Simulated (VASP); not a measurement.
# GaN: the band gap up a ladder of functionals, part 7 of 8

How far up the ladder of functionals must one climb to get the gap of GaN right? LASPH is on for some levels and off for others; the table marks which. The start is a cell from a database of measured crystal structures.

VASP 6.6.1, plane waves and PAW; the level of theory is named at each step.

Still holding for the runs below: Spin-orbit coupling is off here; it would split degenerate levels.

So far, least gap on mesh and path (eV): step 2 (bands, level LDA, k 5×5×3) 1.98; step 6 (bands, level SCAN, k 5×5×3) 2.27; step 7 (bands, level LAK, k 5×5×3) 2.79; step 9 (bands, level HSE06, k 5×5×3) 3.28; step 10 (bands, level B3LYP, k 5×5×3) 3.67.

The database entry behind the starting cell differs from later determinations by our own check (about 0.3 % short, ideal inner coordinate), so it need not match the best structure at ambient conditions.

## 12. Bands with PBE-EpsX, k 5×5×3

This step: PBE-EpsX, exact-exchange share 1/5.798; plane waves and PAW (Ga_d, N) (VASP 6.6.1).

Here the share of exact exchange is set to the inverse of the computed dielectric constant, since screening weakens exchange.

Contents of INCAR:

```
SYSTEM = GaN
PREC = Accurate
ENCUT = 520
EDIFF = 1E-06
NELM = 100
ISMEAR = 0
SIGMA = 0.02
LREAL = .FALSE.
ALGO = Normal
LHFCALC = .TRUE.
AEXX = 0.172
GGA = PE
LASPH = .TRUE.
NBANDS = 24
PRECFOCK = Fast
HFRCUT = -1
LORBIT = 11
LWAVE = .FALSE.
LCHARG = .FALSE.
KPAR = 8
```

Contents of POSCAR:

```
GaN
1.0
    3.1800000000      0.0000000000      0.0000000000
   -1.5900000000      2.7539607840      0.0000000000
    0.0000000000      0.0000000000      5.1660000000
Ga N
2 2
Direct
    0.3333333333      0.6666666667      0.0000000000
    0.6666666667      0.3333333333      0.5000000000
    0.3333333333      0.6666666667      0.3750000000
    0.6666666667      0.3333333333      0.8750000000
```

Contents of KPOINTS:

```
Automatic mesh
0
Gamma
5 5 3
0 0 0
```

Contents of KPOINTS_OPT:

```
Line mode
6
Line-mode
Reciprocal
  0.00000000   0.00000000   0.00000000 GAMMA
  0.50000000   0.00000000   0.00000000 M

  0.50000000   0.00000000   0.00000000 M
  0.33333333   0.33333333   0.00000000 K

  0.33333333   0.33333333   0.00000000 K
  0.00000000   0.00000000   0.00000000 GAMMA

  0.00000000   0.00000000   0.00000000 GAMMA
  0.00000000   0.00000000   0.50000000 A

  0.00000000   0.00000000   0.50000000 A
  0.50000000   0.00000000   0.50000000 L

  0.50000000   0.00000000   0.50000000 L
  0.33333333   0.33333333   0.50000000 H

  0.33333333   0.33333333   0.50000000 H
  0.00000000   0.00000000   0.50000000 A

  0.50000000   0.00000000   0.50000000 L
  0.50000000   0.00000000   0.00000000 M

  0.33333333   0.33333333   0.00000000 K
  0.33333333   0.33333333   0.50000000 H
```

PAW data sets: Ga_d and N (PBE family, release 64).

On the command line:

```
> mpirun -np 8 vasp_std
```

Numbers of over 12 decimals in the logs are rounded to 6 here.

The program printed:

```text
[banner, memory and clock lines left out]
running    8 mpi-ranks, on    1 nodes
[...]
[... a notice as in an earlier step ...]

 LDA part: xc-table for (Slater+PW92), standard interpolation
 found WAVECAR, reading the header
 POSCAR, INCAR and KPOINTS ok, starting setup
[...]
HFRCUT set to (new)   9.321890
 reading WAVECAR
 the WAVECAR file was read successfully
 initial charge from wavefunction
 entering main loop
       N       E                     dE             d eps       ncg     rms          rms(c)
DAV:   1    -0.290943237473E+02   -0.29094E+02   -0.55440E-01   704   0.204E+01    0.544E-01
DAV:   2    -0.290928895915E+02    0.14342E-02   -0.65537E-02   744   0.505E+00    0.399E-01
DAV:   3    -0.290915855914E+02    0.13040E-02   -0.79657E-03   800   0.164E+00    0.239E-01
DAV:   4    -0.290914578685E+02    0.12772E-03   -0.16454E-03   696   0.407E-01    0.113E-01
[...]
DAV:   8    -0.290913394529E+02    0.41093E-05   -0.11931E-06   304   0.109E-02    0.124E-02
DAV:   9    -0.290913378433E+02    0.16095E-05   -0.67779E-07   264   0.765E-03    0.733E-03
DAV:  10    -0.290913371649E+02    0.67842E-06   -0.21951E-07   264   0.535E-03
   1 F= -.29091337E+02 E0= -.29091337E+02  d E =-.716667E-13
 Start KPOINTS_OPT (optional k-point list driver)
k-point batch [1-10\54]
       N       E                     dE             ncg
DAV:   1     0.965181546810E+03   -0.85434E+04      528
DAV:   2    -0.190343228612E+04   -0.28686E+04      496
DAV:   3    -0.226123037784E+04   -0.35780E+03      592
DAV:   4    -0.227604010860E+04   -0.14810E+02      640
DAV:   5    -0.227625586769E+04   -0.21576E+00      624
DAV:   6    -0.227626172135E+04   -0.58537E-02      736
DAV:   7    -0.227626181724E+04   -0.95892E-04      608
DAV:   8    -0.227626182053E+04   -0.32843E-05      552
DAV:   9    -0.227626182067E+04   -0.14369E-06      440
[...]
k-point batch [51-54\54]
       N       E                     dE             ncg
DAV:   1     0.898267137327E+04   -0.59206E+04      200
DAV:   2     0.783058885034E+04   -0.11521E+04      208
DAV:   3     0.769597266104E+04   -0.13462E+03      240
DAV:   4     0.769111636894E+04   -0.48563E+01      232
DAV:   5     0.769103178857E+04   -0.84580E-01      256
DAV:   6     0.769102880099E+04   -0.29876E-02      280
DAV:   7     0.769102877074E+04   -0.30256E-04      224
DAV:   8     0.769102877035E+04   -0.38785E-06      160
```

The job ended after 6.4 min (8 MPI ranks of Intel Xeon 6975P-C (Granite Rapids), shared host; peak memory 1.6 GiB; 51 min of CPU time).

OUTCAR, selected parts (step 12):

```text
 POSITION                                       TOTAL-FORCE (eV/Angst)
 -----------------------------------------------------------------------------------
     -0.00000      1.83597      0.00000        -0.000000     -0.000000     -0.147078
      1.59000      0.91799      2.58300        -0.000000      0.000000     -0.147078
     -0.00000      1.83597      1.93725        -0.000000     -0.000000      0.147078
      1.59000      0.91799      4.52025         0.000000     -0.000000      0.147078
 -----------------------------------------------------------------------------------
    total drift:                                0.000001     -0.000004     -0.000526

  FREE ENERGIE OF THE ION-ELECTRON SYSTEM (eV)
  ---------------------------------------------------
  free  energy   TOTEN  =       -29.0913371649 eV

  energy  without entropy=      -29.0913371649  energy(sigma->0) =      -29.09133716

[... 2 parts as in an earlier step ...]

[... 1 further part left out ...]
[key lines of the parts left out:]
E-fermi :   4.7074
```

The share of exact exchange rests on that dielectric constant; a constant that is too large makes it too small.

The electronic bands at the labelled points (eV, zero at the valence-band top; v1 is the highest filled band, c1 the lowest empty one):

```tsv
point	v4	v3	v2	v1	c1	c2	c3	c4
Γ	-1.13	-0.05	0.00	0.00	3.33	5.80	11.01	11.52
0.40 of the way	-2.26	-1.86	-0.51	-0.35	5.27	7.39	9.42	10.36
M	-4.52	-2.94	-2.38	-1.05	6.47	7.10	7.54	10.49
0.40 of the way	-4.44	-3.62	-2.48	-1.71	7.08	7.61	7.99	10.37
K	-5.62	-3.22	-3.22	-2.89	6.42	9.65	9.65	10.02
0.40 of the way	-4.63	-3.18	-1.52	-1.39	7.26	7.97	9.15	9.19
Γ	-1.13	-0.05	0.00	0.00	3.33	5.80	11.01	11.52
0.60 of the way	-0.91	-0.91	-0.25	-0.25	4.86	5.94	10.43	10.92
A	-0.59	-0.59	-0.59	-0.59	5.78	5.78	10.17	10.17
0.40 of the way	-2.00	-2.00	-1.15	-1.15	6.82	6.82	9.26	9.26
L	-2.08	-2.08	-2.03	-2.03	5.80	5.80	9.44	9.44
0.40 of the way	-3.06	-3.06	-1.74	-1.74	6.51	6.51	9.74	9.74
H	-4.48	-4.48	-1.58	-1.58	8.01	8.01	8.81	8.81
0.60 of the way	-2.08	-2.08	-1.51	-1.51	7.11	7.11	9.17	9.17
A	-0.59	-0.59	-0.59	-0.59	5.78	5.78	10.17	10.17
jump to L	-2.08	-2.08	-2.03	-2.03	5.80	5.80	9.44	9.44
0.40 of the way	-3.20	-2.60	-1.73	-1.50	5.57	6.46	9.36	9.51
M	-4.52	-2.94	-2.38	-1.05	6.47	7.10	7.54	10.49
jump to K	-5.62	-3.22	-3.22	-2.89	6.42	9.65	9.65	10.02
0.40 of the way	-5.45	-3.25	-2.60	-2.60	6.97	9.15	9.15	9.88
H	-4.48	-4.48	-1.58	-1.58	8.01	8.01	8.81	8.81
```

Of the projections kept (Ga, N), the largest for each band there; the rest of the weight can lie on other orbitals:

```tsv
point	v4	v3	v2	v1	c1	c2	c3	c4
Γ	N 0.71	N 0.77	N 0.78	N 0.78	N 0.58	Ga 0.72	N 0.81	Ga 1.00
M	N 0.55	N 0.66	N 0.64	N 0.72	Ga 0.89	Ga 0.62	Ga 0.53	N 0.63
K	Ga 0.56	N 0.61	N 0.61	N 0.64	Ga 0.90	N 0.55	N 0.55	N 0.69
Γ	N 0.71	N 0.77	N 0.78	N 0.78	N 0.58	Ga 0.72	N 0.81	Ga 1.00
A	N 0.74	N 0.74	N 0.74	N 0.74	N 0.53	N 0.53	Ga 0.64	Ga 0.64
L	N 0.68	N 0.68	N 0.68	N 0.68	Ga 0.75	Ga 0.75	Ga 0.81	Ga 0.81
```

The electronic bands as a text plot (rows in eV, shown from -7.5 to 8.8 only):

```
    8.5 |    ++    +  ++                       +               ++
    7.8 |      ++++     ++++                  ++++          +  +
    7.1 |  +++++++++  ++++           ++      +    ++++      + +
    6.4 | +  ++++   ++      ++      +  +    +         ++ +++++
    5.7 |+                ++  ++++++    ++++            ++++
    5.1 |  ++                    +
    4.4 | +                 ++  +
    3.7 |                      +
    3.0 |+                    +
    2.3 |
    1.7 |
    1.0 |
    0.3 |*                    **
   -0.4 |******           **********                    *
   -1.1 |**  *****      **  ******  ***               **   **
   -1.7 | ***  *  *     ******   *   *****************   ***    *
   -2.4 |  **** ***** **               *** *      **     ** * **
   -3.1 |  **  ***  **  ****                *             *****
   -3.8 |    **   ***     **      ***        *  **      *  *   **
   -4.5 |      *****  ****           **       **    ****    *
   -5.2 |    ***   **                  *                      ***
   -5.8 |       *** ******       *                **       ****
   -6.5 |    *******      **    *       **   *****       ** *  **
   -7.2 |****               ****          ***            ***
         Γ      M    K        Γ   A       L    H       A|L M|K  H
```

The gap is 3.33 eV, direct at Γ. Against LDA that is +1.36 eV; this run took 44 times the core time, on fewer points of the path. The direct gap lies -0.17 eV from the measured 3.50 eV.

## 13. Bands with r2SCANh, k 5×5×3

This step: r2SCANh; plane waves and PAW (Ga_d, N) (VASP 6.6.1).

r2SCANh replaces a tenth of the r2SCAN exchange by exact exchange.

Changes to INCAR since step 12:

```diff
@@ -10,4 +10,4 @@
 LHFCALC = .TRUE.
-AEXX = 0.172
-GGA = PE
+AEXX = 0.1
+METAGGA = R2SCAN
 LASPH = .TRUE.
```

POSCAR is that of step 12.

KPOINTS is that of step 12.

KPOINTS_OPT is that of step 12.

On the command line:

```
> mpirun -np 8 vasp_std
```

The program printed:

```text
[banner, memory and clock lines left out]
running    8 mpi-ranks, on    1 nodes
[...]
[... a notice as in an earlier step ...]

 [... a notice as in an earlier step ...]

 LDA part: xc-table for (None), standard interpolation
 found WAVECAR, reading the header
 POSCAR, INCAR and KPOINTS ok, starting setup
[...]
HFRCUT set to (new)   9.321890
 reading WAVECAR
 the WAVECAR file was read successfully
 initial charge from wavefunction
 entering main loop
       N       E                     dE             d eps       ncg     rms          rms(c)
DAV:   1    -0.447603218877E+02   -0.44760E+02   -0.12707E+00   640   0.215E+01    0.886E-01
DAV:   2    -0.447460898738E+02    0.14232E-01   -0.12272E-01   728   0.739E+00    0.540E-01
DAV:   3    -0.447457420788E+02    0.34779E-03   -0.16018E-02   768   0.208E+00    0.331E-01
DAV:   4    -0.447461802539E+02   -0.43818E-03   -0.25808E-03   720   0.521E-01    0.183E-01
[...]
DAV:  10    -0.447463413484E+02   -0.23301E-05   -0.84031E-07   264   0.926E-03    0.878E-03
[...]
DAV:  12    -0.447463433694E+02   -0.74369E-06   -0.23319E-07   240   0.524E-03
   1 F= -.44746343E+02 E0= -.44746343E+02  d E =-.204768E-32
 Start KPOINTS_OPT (optional k-point list driver)
k-point batch [1-10\54]
       N       E                     dE             ncg
DAV:   1     0.978434279634E+03   -0.85301E+04      528
DAV:   2    -0.183006734997E+04   -0.28085E+04      496
DAV:   3    -0.217334322434E+04   -0.34328E+03      616
DAV:   4    -0.218522375076E+04   -0.11881E+02      624
DAV:   5    -0.218541056043E+04   -0.18681E+00      616
DAV:   6    -0.218541882077E+04   -0.82603E-02      752
DAV:   7    -0.218541892501E+04   -0.10425E-03      608
DAV:   8    -0.218541892751E+04   -0.24977E-05      584
DAV:   9    -0.218541892762E+04   -0.10742E-06      432
[...]
k-point batch [51-54\54]
       N       E                     dE             ncg
DAV:   1     0.899296398859E+04   -0.59103E+04      200
DAV:   2     0.785763082511E+04   -0.11353E+04      216
DAV:   3     0.773189771342E+04   -0.12573E+03      224
DAV:   4     0.772770552406E+04   -0.41922E+01      256
DAV:   5     0.772764591482E+04   -0.59609E-01      240
DAV:   6     0.772764388210E+04   -0.20327E-02      264
DAV:   7     0.772764380964E+04   -0.72459E-04      224
DAV:   8     0.772764380892E+04   -0.71784E-06      176
```

It took 7 min on 8 MPI ranks; peak memory 1.7 GiB; 55 min of CPU time.

From OUTCAR (step 13):

```text
 POSITION                                       TOTAL-FORCE (eV/Angst)
 -----------------------------------------------------------------------------------
     -0.00000      1.83597      0.00000         0.000000     -0.000000     -0.143397
      1.59000      0.91799      2.58300        -0.000000      0.000000     -0.143397
     -0.00000      1.83597      1.93725         0.000000      0.000000      0.143397
      1.59000      0.91799      4.52025         0.000000     -0.000000      0.143397
 -----------------------------------------------------------------------------------
    total drift:                                0.000002      0.000003      0.043858

  FREE ENERGIE OF THE ION-ELECTRON SYSTEM (eV)
  ---------------------------------------------------
  free  energy   TOTEN  =       -44.7463433694 eV

  energy  without entropy=      -44.7463433694  energy(sigma->0) =      -44.74634337

[... 2 parts as in an earlier step ...]

[... 1 further part left out ...]
[key lines of the parts left out:]
E-fermi :   4.8974
```

The electronic bands at the labelled points (eV, zero at the valence-band top; v1 is the highest filled band, c1 the lowest empty one):

```tsv
point	v4	v3	v2	v1	c1	c2	c3	c4
Γ	-1.13	-0.05	0.00	0.00	3.11	5.64	10.91	11.44
0.40 of the way	-2.25	-1.85	-0.50	-0.35	5.07	7.24	9.27	10.26
M	-4.48	-2.94	-2.35	-1.05	6.32	6.94	7.35	10.35
0.40 of the way	-4.41	-3.60	-2.46	-1.70	6.91	7.47	7.82	10.24
K	-5.57	-3.19	-3.19	-2.88	6.25	9.50	9.50	9.91
0.40 of the way	-4.61	-3.16	-1.52	-1.38	7.08	7.80	9.02	9.05
Γ	-1.13	-0.05	0.00	0.00	3.11	5.64	10.91	11.44
0.60 of the way	-0.90	-0.90	-0.24	-0.24	4.64	5.77	10.33	10.85
A	-0.58	-0.58	-0.58	-0.58	5.59	5.59	10.08	10.08
0.40 of the way	-1.98	-1.98	-1.15	-1.15	6.63	6.63	9.14	9.14
L	-2.07	-2.07	-2.03	-2.03	5.64	5.64	9.32	9.32
0.40 of the way	-3.05	-3.05	-1.74	-1.74	6.35	6.35	9.62	9.62
H	-4.45	-4.45	-1.59	-1.59	7.88	7.88	8.65	8.65
0.60 of the way	-2.07	-2.07	-1.51	-1.51	6.93	6.93	9.05	9.05
A	-0.58	-0.58	-0.58	-0.58	5.59	5.59	10.08	10.08
jump to L	-2.07	-2.07	-2.03	-2.03	5.64	5.64	9.32	9.32
0.40 of the way	-3.18	-2.60	-1.72	-1.49	5.39	6.31	9.23	9.36
M	-4.48	-2.94	-2.35	-1.05	6.32	6.94	7.35	10.35
jump to K	-5.57	-3.19	-3.19	-2.88	6.25	9.50	9.50	9.91
0.40 of the way	-5.41	-3.23	-2.58	-2.58	6.79	9.00	9.00	9.75
H	-4.45	-4.45	-1.59	-1.59	7.88	7.88	8.65	8.65
```

Of the projections kept (Ga, N), the largest for each band there; the rest of the weight can lie on other orbitals:

```tsv
point	v4	v3	v2	v1	c1	c2	c3	c4
Γ	N 0.71	N 0.77	N 0.77	N 0.77	N 0.58	Ga 0.73	N 0.81	Ga 1.00
M	N 0.55	N 0.66	N 0.64	N 0.73	Ga 0.90	Ga 0.63	Ga 0.54	N 0.62
K	Ga 0.55	N 0.62	N 0.62	N 0.64	Ga 0.91	N 0.54	N 0.54	N 0.68
Γ	N 0.71	N 0.77	N 0.77	N 0.77	N 0.58	Ga 0.73	N 0.81	Ga 1.00
A	N 0.74	N 0.74	N 0.74	N 0.74	N 0.52	N 0.52	Ga 0.64	Ga 0.64
L	N 0.68	N 0.68	N 0.68	N 0.68	Ga 0.75	Ga 0.75	Ga 0.80	Ga 0.80
```

The electronic bands as a text plot (rows in eV, shown from -7.5 to 8.7 only):

```
    8.3 |    ++    +  ++                       +               ++
    7.6 |      ++++     ++++                  ++++          +  +
    7.0 |  ++++++++   ++++                   +    ++++      + +
    6.3 | +  +++++ +++      ++      ++++    +         ++ +++++
    5.6 |+                ++  ++++++    ++++            ++++
    5.0 |  ++                    +
    4.3 |                   ++  +
    3.6 | +                    +
    2.9 |+                    +
    2.3 |
    1.6 |
    0.9 |
    0.3 |*                    **
   -0.4 | *****           **** ******                   *
   -1.1 |**  *****      **  ******  ***               **   **
   -1.8 | ***  *  *     ******   *   *****************   ***    *
   -2.4 |  **** ***** **               *** *      **     ** * **
   -3.1 |  **  ***  **  ****                *             *****
   -3.8 |    **   ***     **      ***        *  **    ***  *   **
   -4.4 |      *****  ****           **       **    **      *
   -5.1 |    ***  ***                  *                      ***
   -5.8 |       **  ******       *                **       ****
   -6.5 |    *******      **    *       **  ******       ** *  **
   -7.1 |****               ****          **             ***
         Γ      M    K        Γ   A       L    H       A|L M|K  H
```

The gap is 3.11 eV, direct at Γ. Against LDA that is +1.14 eV; this run took 47 times the core time, on fewer points of the path. The direct gap lies -0.39 eV from the measured 3.50 eV.

(Continued in part 8 of 8.)

[Lines on the potential files, build, host, timing and source positions are cut from VASP's logs without a mark.]

[Logs are printed without paths, hosts, clocks, repeated set-up lines and the standing remarks that a program may print on its own settings, such as how far it seeks lower states.]

[Hosts, paths, dates, database ids (printed as entryN), source tags and the programs' standing remarks are cut or masked in the printed files.]

[A measured line is paired with the nearest computed mode of its activity, which favours agreement.]
